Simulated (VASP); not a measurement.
Output of a VASP run:

### OSZICAR
```
       N       E                     dE             d eps       ncg     rms          rms(c)
DAV:   1     0.472229759764E+03    0.47223E+03   -0.19010E+04   960   0.166E+03
DAV:   2     0.169708335477E+02   -0.45526E+03   -0.43559E+03  1120   0.498E+02
DAV:   3    -0.465520763179E+02   -0.63523E+02   -0.62771E+02  1296   0.181E+02
DAV:   4    -0.503273057218E+02   -0.37752E+01   -0.37713E+01  1384   0.417E+01
DAV:   5    -0.505516367432E+02   -0.22433E+00   -0.22430E+00  1448   0.778E+00    0.298E+01
DAV:   6    -0.400880829904E+02    0.10464E+02   -0.59514E+01  1368   0.742E+01    0.190E+01
DAV:   7    -0.402563400983E+02   -0.16826E+00   -0.89577E+00  1264   0.245E+01    0.123E+01
DAV:   8    -0.402790077724E+02   -0.22668E-01   -0.17541E+00  1272   0.158E+01    0.349E+00
DAV:   9    -0.401866759435E+02    0.92332E-01   -0.44064E-01  1288   0.771E+00    0.920E-01
DAV:  10    -0.401893409228E+02   -0.26650E-02   -0.92908E-02  1176   0.237E+00    0.753E-01
DAV:  11    -0.401846424596E+02    0.46985E-02   -0.22049E-02  1424   0.171E+00    0.139E-01
DAV:  12    -0.401847325388E+02   -0.90079E-04   -0.24127E-03  1216   0.352E-01    0.911E-02
DAV:  13    -0.401847823923E+02   -0.49854E-04   -0.82192E-04  1296   0.377E-01    0.756E-02
DAV:  14    -0.401847477414E+02    0.34651E-04   -0.45134E-04  1288   0.253E-01    0.302E-02
DAV:  15    -0.401847430038E+02    0.47376E-05   -0.20431E-05  1304   0.460E-02    0.177E-02
DAV:  16    -0.401847399307E+02    0.30731E-05   -0.78473E-06  1272   0.304E-02    0.551E-03
DAV:  17    -0.401847406237E+02   -0.69294E-06   -0.28952E-06   984   0.125E-02
   1 F= -.40184741E+02 E0= -.40184741E+02  d E =-.100246E-19  mag=    -0.0000    -0.0000    -0.0000
```

OUTCAR:
```
------------------------ aborting loop because EDIFF is reached ----------------------------------------
  FORCE on cell =-STRESS in cart. coord.  units (eV):
  Direction    XX          YY          ZZ          XY          YZ          ZX
  --------------------------------------------------------------------------------------
  Total        0.0780714      0.0780714      0.0780714      0.0000000      0.0000000     -0.0000000
  in kB        2.0599083      2.0599083      2.0599083      0.0000000      0.0000000     -0.0000000
  external PRESSURE =       2.0599083 kB  Pullay stress =       0.0000000 kB
  volume of cell :       60.72
      direct lattice vectors                 reciprocal lattice vectors
     3.930534038  0.000000000  0.000000000     0.254418354  0.000000000  0.000000000
     0.000000000  3.930534038  0.000000000     0.000000000  0.254418354  0.000000000
     0.000000000  0.000000000  3.930534038     0.000000000  0.000000000  0.254418354
 POSITION                                       TOTAL-FORCE (eV/Angst)
 -----------------------------------------------------------------------------------
      0.00000      0.00000      0.00000         0.000000      0.000000      0.000000
      1.96527      1.96527      1.96527         0.000000      0.000000      0.000000
      1.96527      0.00000      1.96527         0.000000      0.000000      0.000000
      0.00000      1.96527      1.96527         0.000000      0.000000      0.000000
      1.96527      1.96527      0.00000         0.000000      0.000000      0.000000
 -----------------------------------------------------------------------------------
    total drift:                                0.000000      0.000000      0.000000
  FREE ENERGIE OF THE ION-ELECTRON SYSTEM (eV)
  ---------------------------------------------------
  free  energy   TOTEN  =       -40.1847406237 eV

  energy  without entropy=      -40.1847406237  energy(sigma->0) =      -40.18474062

 Ion:    1  E_soc:     -0.1739840

 Ion:    2  E_soc:     -0.0099084

 Ion:    3  E_soc:     -0.0002219

 Ion:    4  E_soc:     -0.0002219

 Ion:    5  E_soc:     -0.0002219
```
(Selected blocks of OUTCAR.)

### POSCAR
```
SrTiO3
1
    3.9305340385     0.0000000000     0.0000000000
    0.0000000000     3.9305340385     0.0000000000
    0.0000000000     0.0000000000     3.9305340385
Sr Ti O
1 1 3
Direct
  0.0000000000   0.0000000000   0.0000000000
  0.5000000000   0.5000000000   0.5000000000
  0.5000000000   0.0000000000   0.5000000000
  0.0000000000   0.5000000000   0.5000000000
  0.5000000000   0.5000000000   0.0000000000
```

Write an INCAR and KPOINTS that could have produced this output.

Several could match; the one computed here: the input of the run itself, PBE GGA with spin-orbit coupling, plane waves, VASP's PBE PAW potentials (set 64).

INCAR:
```
! general
SYSTEM    =SrTiO3
PREC      =Accurate
ENCUT     =450
LREAL     =.False.
LASPH     =.True.

! electronic loop
EDIFF     =1E-6
NELM      =100
ALGO      =Normal
LMAXMIX   =4

! smearing
ISMEAR    =0
SIGMA     =0.05

! functional
GGA       =PE
GGA_COMPAT=.False.

! spin
MAGMOM    =15*0
LSORBIT   =.True.

! output
LWAVE     =.True.
LCHARG    =.False.
```

File KPOINTS:
```
Regular mesh
0
gamma
4 4 4
```

POTCAR, in this order: Sr_sv Ti_sv O (PBE.64 set). Program: vasp_ncl.

At this cut-off the stress carries a Pulay error, which pulls relaxed volumes low.

The compound is SrTiO3 in the cubic perovskite structure, the ideal cubic form; the compound distorts at low or room temperature. It was relaxed first.
